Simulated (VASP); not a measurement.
Here is the system:

```
CELL_PARAMETERS angstrom
      2.80835     1.62140     4.76200
     -2.80835     1.62140     4.76200
      0.00000    -3.24280     4.76200
ATOMIC_POSITIONS crystal
  Ni 0.00000 0.00000 0.50000
  Ni 0.50000 0.00000 0.00000
  Ni 0.00000 0.50000 0.00000
  Se 0.28090 0.28090 0.28090
  Se 0.71910 0.71910 0.71910
  Pb 0.50000 0.50000 0.50000
  Pb 0.00000 0.00000 0.00000
```
Starting moments (μB, in the order of the record's atoms Ni Ni Ni Se Se Pb Pb): 2.0 2.0 2.0 0.0 0.0 0.0 0.0.

Method: LDA (Ceperley-Alder, Perdew-Zunger), VASP's LDA PAW potentials (set 64) (plane waves; VASP). Run with 300 eV cut-off, 3×3×3 Γ-centred mesh, Gaussian smearing of 0.10 eV, potentials Ni Se Pb_d.

At this cut-off the stress carries a Pulay error, which pulls relaxed volumes low. The moments were started parallel, and other spin orders were not tried in this run.

Q: Which forces act on the atoms, in eV/Å?

A: 
```csv
atom,Fx,Fy,Fz
Ni1,0.000,0.000,0.000
Ni2,0.000,0.000,0.000
Ni3,0.000,0.000,0.000
Se4,0.000,0.000,-0.591
Se5,0.000,0.000,0.591
Pb6,0.000,0.000,0.000
Pb7,0.000,0.000,0.000
```

Q: Give the stress tensor in GPa (positive for a compressed cell).

A: 
```
-5.46   0.00   0.00
 0.00  -5.46   0.00
 0.00   0.00  -5.49
```
The pressure is its mean diagonal, -5.47 GPa.

The structure comes from a measured Ni3Pb2Se2 entry of the Crystallography Open Database, whose conditions weren't checked. The cell was not relaxed at this level. The k-mesh is coarse (spacing up to 0.45 per Å, 2π included), so the numbers may not be converged in it.
